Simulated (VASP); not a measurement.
Here is the system:

```
CELL_PARAMETERS angstrom
      0.00000     2.02561     2.02561
      2.02561     0.00000     2.02561
      2.02561     2.02561     0.00000
ATOMIC_POSITIONS crystal
  Ag 0.00000 0.00000 0.00000
```

The numbers are results of AM05 GGA, VASP's PBE PAW potentials (set 64) (plane waves; VASP), not measurements. Run with 520 eV cut-off, 15×15×15 Γ-centred mesh, first-order Methfessel-Paxton smearing of 0.10 eV, potentials Ag.

Estimate the energy per atom (σ→0), band gap (on the k-mesh) with the smallest direct gap where there is one.

```yaml
band gap (on the k-mesh): none (metal, semimetal or under 0.01 eV)
energy per atom (σ→0): -3.005 eV/atom
```

Total energies compare only between runs with the same potentials, cut-off and functional.

The compound is Ag in the fcc structure. It was relaxed first.
